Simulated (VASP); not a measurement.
Runs of VASP 6.6.1 on MoS2. The structure is hexagonal, space group P6_3/mmc (No. 194). Conventional cell: a = 3.161 Å, b = 3.161 Å, c = 13.770 Å, α = 90.00°, β = 90.00°, γ = 120.00°. Mo (site symmetry -6m2) has 6 S at 2.40 Å as nearest neighbours. S (site symmetry 3m) has 3 Mo at 2.40 Å as nearest neighbours. The cell was built by a generator and needn't be a form met in nature.

```csv
level,further INCAR settings,gap on the mesh (eV),pressure (GPa),largest force (eV/Å)
vdW-DF,ALGO = Fast; EDIFF = 1e-06,1.51,6.5,0.65
SCAN+rVV10,ALGO = Normal; EDIFF = 1e-06,1.63,-0.9,0.08
optB88-vdW,ALGO = Fast; EDIFF = 1e-06,(c),2.4,(a)
rev-vdW-DF2,ALGO = Fast; EDIFF = 1e-06,1.47,(b),0.19
```

Alike in all rows: task single point; potentials or basis VASP PAW PBE potentials, release 64 (Mo_sv, S); no spin polarisation; cell as given; k mesh 8 × 8 × 2; cutoff (eV) 520; smearing fermi-dirac 0.05 eV.

Problem. Estimate the missing entries.

Solution. (a) 0.37; (b) 0.3; (c) 1.48.

Caveats: the PAW data sets were made with another functional, which shifts forces and pressure a little.

A k mesh can miss the band edges, and the runs leave out spin-orbit coupling on Mo.

Runs at the PBE level aren't shown here.
